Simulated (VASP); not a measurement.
Consider the following.

```
NaI
1.0
    0.00000     3.19801     3.19801
    3.19801     0.00000     3.19801
    3.19801     3.19801     0.00000
Na I
1 1
Cartesian
  0.00000   0.00000   0.00000
  3.19801   3.19801   3.19801
```

Computed with PBEsol GGA, VASP's PBE PAW potentials (set 64) (plane waves; VASP). Numerical set-up: 400 eV cut-off, Gaussian smearing of 0.050 eV, potentials Na_pv I.

Unless said otherwise, spin-orbit coupling is left out, though it shifts the bands of the heavy elements here.

Question: What does the run give for the band gap (along the path) with the smallest direct gap where there is one?

Answer: 
band gap (along the path): 3.60 eV
smallest direct gap (along the path): 3.60 eV

Only differences to runs with the same potentials and settings are physical.

The compound is NaI in the rock salt structure. It was relaxed first.
